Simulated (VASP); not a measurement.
Here is a VASP 6.6.1 calculation.

File INCAR:

```
  PREC = Accurate
  ENCUT = 520
  EDIFF = 1E-7
  ISMEAR = 0
  SIGMA = 0.1
  LREAL = F
  LASPH = T
  NELM = 80
  ALGO = Normal
  ISIF = 2
  LWAVE = F
  LCHARG = F
  GGA = PE
  NBANDS = 18
```

The input KPOINTS:

```
Automatic mesh
0
Gamma
  4 4 2
```

Contents of POSCAR:

```
KAl4
1.0
    3.7940718289      0.0000000000      0.0000000000
    0.0000000000      3.7940718289      0.0000000000
    0.0000000000      0.0000000000      9.1466535921
K Al
1 4
Direct
    0.0000000000      0.0000000000      0.5000000000
    0.0000000000      0.0000000000      0.1434052730
    0.0000000000      0.0000000000      0.8565947270
    0.5000000000      0.5000000000      0.8397672768
    0.5000000000      0.5000000000      0.1602327232
```

Potentials or basis: VASP PAW PBE potentials, release 64 (K_sv, Al).

Run with:

```sh
$ cat potpaw_PBE.64/K_sv/POTCAR potpaw_PBE.64/Al/POTCAR > POTCAR
$ mpirun -np 1 vasp_std > vasp.out
```

**Question.** Predict the pressure.

**Answer.** 0.3 GPa.

**Question.** What does it give for the band gap on the k mesh?

**Answer.** None (metal or under the smearing width).

**Question.** What does it give for the largest force?

**Answer.** 0.025 eV/Å.

Stress tensor (GPa, compression positive):
```
0.20 0.00 0.00
0.00 0.20 0.00
0.00 0.00 0.38
```

Caveat: the k mesh is coarse (spacing up to 0.41 Å⁻¹), so the values aren't converged.
